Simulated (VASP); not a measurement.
Method: PBE GGA, VASP's PBE PAW potentials (set 64) (plane waves; VASP).

Input for VASP

INCAR:
```
! general
SYSTEM   =  HfO2
PREC     =  Accurate
ENCUT    =  400
LREAL    =  .False.
LASPH    =  .True.

! electronic loop
EDIFF    =  1E-6
NELM     =  100
ALGO     =  Normal
LMAXMIX  =  6

! smearing
ISMEAR   =  0
SIGMA    =  0.272

! functional
GGA      =  PE

! ions
ISIF     =  2

! output
LWAVE    =  .False.
LCHARG   =  .False.
```

KPOINTS:
```
Automatic mesh
0
Gamma
3 3 3
0 0 0
```

POSCAR:
```
HfO2
1
    5.2383650000     0.0000000000     0.0000000000
    0.0000000000     5.0471550000     0.0000000000
    0.0000000000     0.0000000000     5.0561190000
Hf O
4 8
Direct
  0.0300000000   0.2670000000   0.2500000000
  0.9700000000   0.7330000000   0.7500000000
  0.5300000000   0.7330000000   0.2500000000
  0.4700000000   0.2670000000   0.7500000000
  0.3610000000   0.0680000000   0.1060000000
  0.6390000000   0.9320000000   0.6060000000
  0.8610000000   0.9320000000   0.1060000000
  0.1390000000   0.0680000000   0.6060000000
  0.2290000000   0.5370000000   0.0000000000
  0.7710000000   0.4630000000   0.5000000000
  0.7290000000   0.4630000000   0.0000000000
  0.2710000000   0.5370000000   0.5000000000
```

POTCAR, in this order: Hf_pv O (PBE.64 set). Program: vasp_std.

The run wrote:

File OSZICAR:
```
       N       E                     dE             d eps       ncg     rms          rms(c)
DAV:   1     0.526403521191E+03    0.52640E+03   -0.43961E+04   832   0.139E+03
DAV:   2    -0.111662499944E+03   -0.63807E+03   -0.62389E+03  1036   0.389E+02
DAV:   3    -0.143097521062E+03   -0.31435E+02   -0.31361E+02   968   0.833E+01
DAV:   4    -0.143497073067E+03   -0.39955E+00   -0.39899E+00  1040   0.103E+01
DAV:   5    -0.143503100003E+03   -0.60269E-02   -0.60230E-02   976   0.114E+00    0.107E+02
DAV:   6    -0.122127860705E+03    0.21375E+02   -0.11608E+02   916   0.437E+01    0.901E+01
DAV:   7    -0.121915954103E+03    0.21191E+00   -0.57963E+00  1024   0.117E+01    0.525E+01
DAV:   8    -0.121900410788E+03    0.15543E-01   -0.49040E-01   964   0.393E+00    0.933E+00
DAV:   9    -0.121870547737E+03    0.29863E-01   -0.14697E-01  1008   0.190E+00    0.346E+00
DAV:  10    -0.121869144661E+03    0.14031E-02   -0.14671E-02   980   0.589E-01    0.279E-01
DAV:  11    -0.121869357861E+03   -0.21320E-03   -0.16421E-03  1008   0.219E-01    0.108E-01
DAV:  12    -0.121869422579E+03   -0.64719E-04   -0.26917E-04   988   0.800E-02    0.171E-01
DAV:  13    -0.121869424376E+03   -0.17971E-05   -0.11250E-04   984   0.454E-02    0.631E-02
DAV:  14    -0.121869425402E+03   -0.10253E-05   -0.12123E-05  1040   0.192E-02    0.385E-02
DAV:  15    -0.121869426700E+03   -0.12981E-05   -0.20308E-06   576   0.724E-03    0.942E-03
DAV:  16    -0.121869426631E+03    0.69008E-07   -0.41831E-07   536   0.302E-03
   1 F= -.12186943E+03 E0= -.12186943E+03  d E =-.388320E-10
```

### OUTCAR
```
------------------------ aborting loop because EDIFF is reached ----------------------------------------
  FORCE on cell =-STRESS in cart. coord.  units (eV):
  Direction    XX          YY          ZZ          XY          YZ          ZX
  --------------------------------------------------------------------------------------
  Total       -2.2103019     -3.5266968     -2.5449137      0.0000000      0.0000000      0.0000000
  in kB      -26.4912522    -42.2687121    -30.5016941      0.0000000      0.0000000      0.0000000
  external PRESSURE =     -33.0872195 kB  Pullay stress =       0.0000000 kB
  volume of cell :      133.68
      direct lattice vectors                 reciprocal lattice vectors
     5.238365000  0.000000000  0.000000000     0.190899260  0.000000000  0.000000000
     0.000000000  5.047155000  0.000000000     0.000000000  0.198131423  0.000000000
     0.000000000  0.000000000  5.056119000     0.000000000  0.000000000  0.197780155
 POSITION                                       TOTAL-FORCE (eV/Angst)
 -----------------------------------------------------------------------------------
      0.15715      1.34759      1.26403         0.124550     -0.224751     -0.059228
      5.08121      3.69956      3.79209        -0.124550      0.224751     -0.059228
      2.77633      3.69956      1.26403         0.124550      0.224751     -0.059228
      2.46203      1.34759      3.79209        -0.124550     -0.224751     -0.059228
      1.89105      0.34321      0.53595         0.169275     -0.098875     -0.000096
      3.34732      4.70395      3.06401        -0.169275      0.098875     -0.000096
      4.51023      4.70395      0.53595         0.169275      0.098875     -0.000096
      0.72813      0.34321      3.06401        -0.169275     -0.098875     -0.000096
      1.19959      2.71032      0.00000         0.071958      0.022902      0.059324
      4.03878      2.33683      2.52806        -0.071958     -0.022902      0.059324
      3.81877      2.33683      0.00000         0.071958     -0.022902      0.059324
      1.41960      2.71032      2.52806        -0.071958      0.022902      0.059324
 -----------------------------------------------------------------------------------
    total drift:                                0.000000      0.000000      0.001987
  FREE ENERGIE OF THE ION-ELECTRON SYSTEM (eV)
  ---------------------------------------------------
  free  energy   TOTEN  =      -121.8694266307 eV

  energy  without entropy=     -121.8694266307  energy(sigma->0) =     -121.86942663
```
(Selected blocks of OUTCAR.)

OUTCAR:
```
 val. band max:        3.5425284769   @ k =   0.0000   0.0000   0.0000

 cond. band min:       7.9737568692   @ k =   0.3333   0.3333   0.3333


 Fermi energy:         4.7238105044

 k-point     1 :       0.0000    0.0000    0.0000
  band No.  band energies     occupation
      1     -26.1067      2.00000
      2     -26.0817      2.00000
      3     -26.0793      2.00000
      4     -25.8284      2.00000
      5     -25.7917      2.00000
      6     -25.7658      2.00000
      7     -25.7525      2.00000
      8     -25.7515      2.00000
      9     -25.7391      2.00000
     10     -25.6338      2.00000
     11     -25.6319      2.00000
     12     -25.6316      2.00000
     13     -14.7185      2.00000
     14     -13.3170      2.00000
     15     -13.1308      2.00000
     16     -13.0931      2.00000
     17     -12.5630      2.00000
     18     -12.4929      2.00000
     19     -12.3776      2.00000
     20     -12.3421      2.00000
     21      -2.0887      2.00000
     22      -2.0092      2.00000
     23      -1.8730      2.00000
     24      -1.2154      2.00000
     25      -1.0525      2.00000
     26      -0.9921      2.00000
     27       0.3551      2.00000
     28       0.3736      2.00000
     29       0.4371      2.00000
     30       0.4545      2.00000
     31       0.8817      2.00000
     32       1.1967      2.00000
     33       1.2909      2.00000
     34       1.5457      2.00000
     35       1.6440      2.00000
     36       1.9777      2.00000
     37       2.0129      2.00000
     38       2.2361      2.00000
     39       2.3726      2.00000
     40       2.4553      2.00000
     41       2.7608      2.00000
     42       3.2529      2.00000
     43       3.4124      2.00000
     44       3.5425      2.00000
     45       8.3958      0.00000
     46       8.5938      0.00000
     47       8.7912      0.00000
     48       9.1958      0.00000
     49       9.2551      0.00000
     50       9.3940      0.00000
     51       9.4241      0.00000
...
```

At this cut-off the stress carries a Pulay error, which pulls relaxed volumes low. Unless said otherwise, spin-orbit coupling is left out, though it shifts the bands of the heavy elements here.

The structure was generated: HfO2 was put into an ordered model structure, which need not be its known phase. The cell was not relaxed at this level.
